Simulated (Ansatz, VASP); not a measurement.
## HfMoC2 in VASP and in Ansatz

```xyz
4
Lattice="3.1574 0.0000 0.0000 -1.5787 2.7344 0.0000 0.0000 0.0000 5.5399" Properties=species:S:1:pos:R:3 pbc="T T T"
Hf    0.0000    0.0000    0.0000
Mo    0.0000    0.0000    2.7699
C     0.0000    1.8229    4.0783
C     1.5787    0.9115    1.4616
```

Alike in both runs: functional PBE; k mesh 6 × 6 × 4; occupations gaussian, width 0.1 eV; no spin polarisation.

Ansatz relaxed the structure, and its values are those at the end. VASP's run is a single point on that final structure, the one shown.

```csv
,VASP,Ansatz
version,VASP 6.6.1,Ansatz 0.2.0
potentials or method,"VASP PAW PBE potentials, release 64 (Hf_pv, Mo_sv, C)","scalar-relativistic, plane waves, PAW"
plane-wave cutoff (eV),520,420
valence electrons in the cell,32,48
```

Ansatz gave:

| Property | Result |
| --- | --- |
| gap on the k mesh at the Fermi level (eV) | none |
| pressure (GPa) | -0.2 |
| rms of the force components (eV/Å) | 0.000 |

Problem. Estimate VASP's values.

Solution. gap on the k mesh at the Fermi level (eV): none; pressure (GPa): -0.5; rms of the force components (eV/Å): 0.017.

A gap of «none» marks a metal or a gap that the smearing closes. The two sets of potentials don't hold the same shells in valence.

Caveats: the k mesh is coarse (spacing up to 0.38 Å⁻¹), so the values aren't converged. The runs have no spin-orbit coupling, so splittings on Hf are missing.
